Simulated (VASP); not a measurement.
Energy against volume of Cs (bcc). All values below come from rev-vdW-DF2, VASP's PBE PAW potentials (set 64) (plane waves; VASP).

```
V (Å³/atom)  E (eV/atom)
-----------  -----------
100.039          1.74115
103.231          1.73852
106.424          1.73744
109.617          1.73772
112.809          1.73919
```

### Question
Fit a third-order Birch-Murnaghan equation of state.

### Answer

The volume per atom is 107.32 Å^3/atom and the bulk modulus is 2.2 GPa. The pressure derivative of the bulk modulus comes out as 3.38 and the lattice constant a comes out as 598.7 pm.

Measured: bulk modulus 2.1 GPa at 0 K (computed value off by +4.3 %), as given by H. Levämäki et al., Physical Review B (2014), arXiv:1402.3671 [corrected for temperature and zero-point phonon effects]; a 6.039 Å at 0 K (computed value off by -0.9 %), as given by Gábor I. Csonka et al., Physical Review B (2009), arXiv:0903.4037 [low-temperature or extrapolated to 0 K; zero-point anharmonic expansion removed].

The compound is Cs in the bcc structure. It was relaxed first, which changed the volume by -5 %.
